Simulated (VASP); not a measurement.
Calculation: PBEsol GGA, VASP's PBE PAW potentials (set 64) (plane waves; VASP).

Input for VASP

File KPOINTS:
```
Automatic
0
gamma
6 6 5
```

### POSCAR
```
SiO2
1
    5.0871677632     0.0000000000     0.0000000000
   -2.5435838816     4.4056166418     0.0000000000
    0.0000000000     0.0000000000     5.5691980783
Si O
3 6
Direct
  0.0000000000   0.5000000000   0.3333330000
  0.5000000000   0.0000000000   0.0000000000
  0.5000000000   0.5000000000   0.6666670000
  0.5835527497   0.7917763748   0.8333330000
  0.7917763748   0.5835527497   0.5000000000
  0.2082236252   0.7917763748   0.1666670000
  0.4164472503   0.2082236252   0.8333330000
  0.2082236252   0.4164472503   0.5000000000
  0.7917763748   0.2082236252   0.1666670000
```

### INCAR
```
SYSTEM = SiO2
PREC = Accurate
ENCUT = 520
EDIFF = 1E-7
NELM = 100
ALGO = Normal
LREAL = .FALSE.
LASPH = .TRUE.
ISMEAR = -5
GGA = PS
LWAVE = .FALSE.
LCHARG = .TRUE.
LORBIT = 11
NEDOS = 601
ISIF = 2
LEFG = .TRUE.
```

POTCAR, in this order: Si O (PBE.64 set). Program: vasp_std.

Problem. Estimate the energy per atom (σ→0).

Solution. 
energy per atom (σ→0): -8.218 eV/atom

File OSZICAR:
```
...
DAV:   9    -0.739588134066E+02   -0.66411E-02   -0.17649E-02  1393   0.106E+00    0.358E-01
DAV:  10    -0.739615283033E+02   -0.27149E-02   -0.51013E-03  1413   0.393E-01    0.101E-01
DAV:  11    -0.739614454031E+02    0.82900E-04   -0.17410E-03  1418   0.248E-01    0.299E-02
DAV:  12    -0.739614494344E+02   -0.40313E-05   -0.71982E-05  1413   0.538E-02    0.193E-02
DAV:  13    -0.739614537541E+02   -0.43197E-05   -0.18190E-05  1418   0.235E-02    0.383E-03
DAV:  14    -0.739614540652E+02   -0.31116E-06   -0.55820E-07  1271   0.468E-03    0.106E-03
DAV:  15    -0.739614540606E+02    0.46039E-08   -0.79706E-08   919   0.172E-03
   1 F= -.73961454E+02 E0= -.73961454E+02  d E =0.000000E+00
```

The structure comes from a computed database's SiO2 entry (P6_422); how it stands against other phases isn't given here. It was relaxed first.
